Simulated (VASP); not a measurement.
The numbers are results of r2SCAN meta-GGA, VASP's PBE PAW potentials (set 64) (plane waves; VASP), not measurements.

VASP ran on this input.

**KPOINTS**
```
Automatic mesh
0
Gamma
9 9 9
0 0 0
```

POSCAR:
```
Sr
1
    0.0000000000     3.0400000000     3.0400000000
    3.0400000000     0.0000000000     3.0400000000
    3.0400000000     3.0400000000     0.0000000000
Sr
1
Direct
  0.0000000000   0.0000000000   0.0000000000
```

**INCAR**
```
SYSTEM = Sr
PREC = Accurate
ENCUT = 400
EDIFF = 1E-6
NELM = 100
ALGO = Normal
LREAL = .FALSE.
LASPH = .TRUE.
ISMEAR = 1
SIGMA = 0.1
METAGGA = R2SCAN
LMIXTAU = .TRUE.
LMAXMIX = 4
LWAVE = .FALSE.
LCHARG = .FALSE.
IBRION = 2
ISIF = 3
NSW = 60
EDIFFG = -0.01
```

POTCAR, in this order: Sr_sv (PBE.64 set). Program: vasp_std.

The run wrote:

### OUTCAR
```
 ion  position               nearest neighbor table
   1  0.000  0.000  0.000-
  LATTYP: Found a face centered cubic cell.
 ALAT       =     6.0800000000
 Subroutine PRICEL returns:
 Original cell was already a primitive cell.
 Subroutine GETGRP returns: Found 48 space group operations
The static configuration has the point symmetry O_h .
The dynamic configuration has the point symmetry O_h .
 Subroutine INISYM returns: Found 48 space group operations
 Subroutine IBZKPT returns following result:
 Found     35 irreducible k-points:

 Following reciprocal coordinates:
            Coordinates               Weight
  0.000000  0.000000  0.000000      1.000000
  0.111111  0.000000  0.000000      8.000000
  0.222222  0.000000  0.000000      8.000000
  0.333333  0.000000  0.000000      8.000000
  0.444444  0.000000  0.000000      8.000000
  0.111111  0.111111  0.000000      6.000000
  0.222222  0.111111  0.000000     24.000000
  0.333333  0.111111  0.000000     24.000000
  0.444444  0.111111  0.000000     24.000000
 -0.444444  0.111111  0.000000     24.000000
 -0.333333  0.111111  0.000000     24.000000
 -0.222222  0.111111  0.000000     24.000000
 -0.111111  0.111111  0.000000     12.000000
  0.222222  0.222222  0.000000      6.000000
  0.333333  0.222222  0.000000     24.000000
  0.444444  0.222222  0.000000     24.000000
 -0.444444  0.222222  0.000000     24.000000
 -0.333333  0.222222  0.000000     24.000000
 -0.222222  0.222222  0.000000     12.000000
  0.333333  0.333333  0.000000      6.000000
  0.444444  0.333333  0.000000     24.000000
 -0.444444  0.333333  0.000000     24.000000
 -0.333333  0.333333  0.000000     12.000000
  0.444444  0.444444  0.000000      6.000000
 -0.444444  0.444444  0.000000     12.000000
  0.333333  0.222222  0.111111     24.000000
  0.444444  0.222222  0.111111     48.000000
 -0.444444  0.222222  0.111111     48.000000
  0.444444  0.333333  0.111111     24.000000
 -0.444444  0.333333  0.111111     48.000000
 -0.333333  0.333333  0.111111     48.000000
 -0.222222  0.333333  0.111111     24.000000
 -0.444444  0.444444  0.111111     24.000000
 -0.333333  0.444444  0.111111     24.000000
 -0.333333  0.444444  0.222222     24.000000
   k-points           NKPTS =     35   k-points in BZ     NKDIM =     35   number of bands    NBANDS=      9
   number of dos      NEDOS =    301   number of ions     NIONS =      1
   total plane-waves  NPLWV =  21952
   dimension x,y,z NGX =    28 NGY =   28 NGZ =   28
   dimension x,y,z NGXF=    56 NGYF=   56 NGZF=   56
   ions per type =               1
   PREC   = accura    normal or accurate (medium, high low for compatibility)
   ISTART =      0    job   : 0-new  1-cont  2-samecut
   ICHARG =      2    charge: 1-file 2-atom 10-const
   ISPIN  =      1    spin polarized calculation?
   LNONCOLLINEAR =      F non collinear calculations
   LSORBIT =      F    spin-orbit coupling
   INIWAV =      1    electr: 0-lowe 1-rand  2-diag
   ENCUT  =  400.0 eV  29.40 Ry    5.42 a.u.   7.01  7.01  7.01*2*pi/ulx,y,z
   NELM   =    100;   NELMIN=  2; NELMDL= -5     # of ELM steps
   EDIFF  = 0.1E-05   stopping-criterion for ELM
   LREAL  =      F    real-space projection
   NLSPLINE    = F    spline interpolate recip. space projectors
   LMAXMIX     =    4 max onsite mixed and CHGCAR
   VOSKOWN=      0    Vosko Wilk Nusair interpolation
   EDIFFG = -.1E-01   stopping-criterion for IOM
   NSW    =     60    number of steps for IOM
   NBLOCK =      1;   KBLOCK =     60    inner block; outer block
   IBRION =      2    ionic relax: 0-MD 1-quasi-New 2-CG
   NFREE  =      1    steps in history (QN), initial steepest desc. (CG)
...
```

OSZICAR:
```
       N       E                     dE             d eps       ncg     rms          rms(c)
DAV:   1     0.146234190332E+02    0.14623E+02   -0.43676E+03   630   0.800E+02
DAV:   2    -0.171308699747E+02   -0.31754E+02   -0.31265E+02   727   0.154E+02
DAV:   3    -0.187588747825E+02   -0.16280E+01   -0.16003E+01  1005   0.268E+01
DAV:   4    -0.188127095793E+02   -0.53835E-01   -0.53794E-01   933   0.409E+00
DAV:   5    -0.188135935688E+02   -0.88399E-03   -0.88350E-03  1009   0.372E-01    0.736E+00
DAV:   6    -0.148737401772E+02    0.39399E+01   -0.32745E+00   664   0.938E+00    0.666E+00
DAV:   7    -0.149713682422E+02   -0.97628E-01   -0.55367E-01   806   0.619E+00    0.597E+00
DAV:   8    -0.160173074928E+02   -0.10459E+01   -0.60768E-01   701   0.615E+00    0.347E+00
DAV:   9    -0.150810393191E+02    0.93627E+00   -0.84609E-01   684   0.569E+00    0.469E-01
DAV:  10    -0.149759154262E+02    0.10512E+00   -0.87767E-02   666   0.268E+00    0.296E-01
DAV:  11    -0.150881567322E+02   -0.11224E+00   -0.14102E-01   673   0.154E+00    0.337E-01
DAV:  12    -0.151365981861E+02   -0.48441E-01   -0.95015E-02   634   0.344E+00    0.109E+00
DAV:  13    -0.150687568865E+02    0.67841E-01   -0.11669E-01   635   0.367E+00    0.197E-01
DAV:  14    -0.150871842848E+02   -0.18427E-01   -0.45124E-03   713   0.670E-01    0.196E-01
DAV:  15    -0.150924167357E+02   -0.52325E-02   -0.26572E-02   676   0.131E+00    0.987E-02
DAV:  16    -0.150922031305E+02    0.21361E-03   -0.85658E-04   710   0.341E-01    0.916E-02
DAV:  17    -0.150926268335E+02   -0.42370E-03   -0.29445E-04   832   0.157E-01    0.116E-01
DAV:  18    -0.150922698893E+02    0.35694E-03   -0.37466E-05   693   0.689E-02    0.106E-01
DAV:  19    -0.150918773228E+02    0.39257E-03   -0.85157E-04   640   0.349E-01    0.773E-02
DAV:  20    -0.150916359561E+02    0.24137E-03   -0.67043E-05   937   0.732E-02    0.593E-02
DAV:  21    -0.150916509060E+02   -0.14950E-04   -0.36062E-05   664   0.697E-02    0.468E-02
DAV:  22    -0.150916003055E+02    0.50600E-04   -0.11776E-04   811   0.730E-02    0.273E-02
DAV:  23    -0.150916236712E+02   -0.23366E-04   -0.24137E-05   803   0.461E-02    0.246E-02
DAV:  24    -0.150916323220E+02   -0.86508E-05   -0.97348E-06   706   0.299E-02    0.166E-02
DAV:  25    -0.150915984108E+02    0.33911E-04   -0.23972E-05   688   0.397E-02    0.140E-02
DAV:  26    -0.150915989445E+02   -0.53369E-06   -0.16702E-06   928   0.137E-02
   1 F= -.15091599E+02 E0= -.15090564E+02  d E =-.150916E+02
       N       E                     dE             d eps       ncg     rms          rms(c)
DAV:   1    -0.150923957639E+02   -0.79735E-03   -0.22530E-02   639   0.133E+00    0.174E-01
DAV:   2    -0.150919014712E+02    0.49429E-03   -0.21325E-03   705   0.440E-01    0.998E-02
DAV:   3    -0.150915316847E+02    0.36979E-03   -0.86458E-04   859   0.218E-01    0.329E-02
DAV:   4    -0.150917400714E+02   -0.20839E-03   -0.19684E-04   652   0.127E-01    0.371E-02
DAV:   5    -0.150916575341E+02    0.82537E-04   -0.77996E-05   727   0.488E-02    0.156E-02
DAV:   6    -0.150916699286E+02   -0.12395E-04   -0.30734E-05   884   0.486E-02    0.529E-03
DAV:   7    -0.150917151419E+02   -0.45213E-04   -0.64781E-05   631   0.783E-02    0.867E-03
DAV:   8    -0.150916841625E+02    0.30979E-04   -0.28838E-05   634   0.497E-02    0.222E-03
DAV:   9    -0.150916679932E+02    0.16169E-04   -0.16318E-06   710   0.102E-02    0.188E-03
DAV:  10    -0.150916702284E+02   -0.22352E-05   -0.65859E-08   329   0.261E-03    0.121E-03
DAV:  11    -0.150916707156E+02   -0.48716E-06   -0.28736E-08   324   0.103E-03
   2 F= -.15091671E+02 E0= -.15090619E+02  d E =-.717711E-04
       N       E                     dE             d eps       ncg     rms          rms(c)
DAV:   1    -0.150924418310E+02   -0.77160E-03   -0.23904E-02   640   0.137E+00    0.181E-01
DAV:   2    -0.150919274659E+02    0.51437E-03   -0.22923E-03   703   0.455E-01    0.990E-02
DAV:   3    -0.150915352345E+02    0.39223E-03   -0.90126E-04   834   0.228E-01    0.343E-02
DAV:   4    -0.150917617261E+02   -0.22649E-03   -0.22232E-04   642   0.140E-01    0.380E-02
DAV:   5    -0.150916807224E+02    0.81004E-04   -0.79612E-05   757   0.499E-02    0.168E-02
DAV:   6    -0.150916939138E+02   -0.13191E-04   -0.30541E-05   798   0.506E-02    0.645E-03
DAV:   7    -0.150917271680E+02   -0.33254E-04   -0.66376E-05   630   0.848E-02    0.648E-03
DAV:   8    -0.150917036011E+02    0.23567E-04   -0.28927E-05   630   0.532E-02    0.203E-03
DAV:   9    -0.150916948705E+02    0.87306E-05   -0.84515E-07   409   0.865E-03    0.133E-03
DAV:  10    -0.150916949381E+02   -0.67559E-07   -0.16961E-07   320   0.360E-03
   3 F= -.15091695E+02 E0= -.15090630E+02  d E =-.959936E-04
```

**OUTCAR**
```
------------------------ aborting loop because EDIFF is reached ----------------------------------------
  FORCE on cell =-STRESS in cart. coord.  units (eV):
  Direction    XX          YY          ZZ          XY          YZ          ZX
  --------------------------------------------------------------------------------------
  Total       -0.0010044     -0.0010044     -0.0010044     -0.0000000      0.0000000      0.0000000
  in kB       -0.0284208     -0.0284208     -0.0284208     -0.0000000      0.0000000      0.0000000
  external PRESSURE =      -0.0284208 kB  Pullay stress =       0.0000000 kB
  volume of cell :       56.62
      direct lattice vectors                 reciprocal lattice vectors
    -0.000000000  3.047771325  3.047771325    -0.164054303  0.164054303  0.164054303
     3.047771325 -0.000000000  3.047771325     0.164054303 -0.164054303  0.164054303
     3.047771325  3.047771325 -0.000000000     0.164054303  0.164054303 -0.164054303
 POSITION                                       TOTAL-FORCE (eV/Angst)
 -----------------------------------------------------------------------------------
      0.00000      0.00000      0.00000         0.000000      0.000000      0.000000
 -----------------------------------------------------------------------------------
    total drift:                               -0.000000     -0.000000     -0.000000
  FREE ENERGIE OF THE ION-ELECTRON SYSTEM (eV)
  ---------------------------------------------------
  free  energy   TOTEN  =       -15.0916949381 eV

  energy  without entropy=      -15.0884996738  energy(sigma->0) =      -15.09062985

 reached required accuracy - stopping structural energy minimisation
```
(Selected blocks of OUTCAR.)

### CONTCAR
```
Sr
   1.00000000000000
    -0.0000000000000000    3.0477713250991716    3.0477713250991716
     3.0477713250991716   -0.0000000000000000    3.0477713250991716
     3.0477713250991716    3.0477713250991716   -0.0000000000000000
  Sr
     1
Direct
     0.0000000000000000    0.0000000000000000    0.0000000000000000
```

The compound is Sr in the fcc structure. This run relaxes it. Symmetry was kept, so distortions that lower it aren't found.
